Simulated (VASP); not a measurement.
Input:

Space group P6₃/mmc (No. 194); a = 3.630 Å, b = 3.630 Å, c = 5.591 Å, α = 90.00°, β = 90.00°, γ = 120.00°

```json
[
 {"atom": "Dy", "site": "2c", "symmetry": "-6m2", "x": "0.3333", "y": "0.6667", "z": "0.2500"}
]
```

Calculation: PBE GGA, VASP's PBE PAW potentials (set 64) (plane waves; VASP). Run with 480 eV cut-off, 10×10×6 Γ-centred mesh, first-order Methfessel-Paxton smearing of 0.10 eV, potentials Dy_3.

The 4f electrons are frozen in the core of the lanthanide potential, so 4f levels, which can set the real gap, and their magnetism are missing.

Each relaxation starts from this cell; other phases were not tried.

Q: The cell is relaxed at 20 GPa. What happens?

A: The volume per atom goes from 31.90 to 23.37 Å³ (-26.7 %), and the cell becomes a = 3.212 Å, b = 3.212 Å, c = 5.232 Å, α = 90.00°, β = 90.00°, γ = 120.00°, space group P6_3/mmc.

Q: The cell is relaxed at 30 GPa. What happens?

A: The volume per atom goes from 31.90 to 21.32 Å³ (-33.2 %), and the cell becomes a = b = 3.1065 Å, c = 5.1021 Å, α = β = 90.00°, γ = 120.00°, space group P6_3/mmc.

Failed runs are left out, and for metals the shear rows, which the mesh's noise covers.

The compound is Dy in the hcp structure.
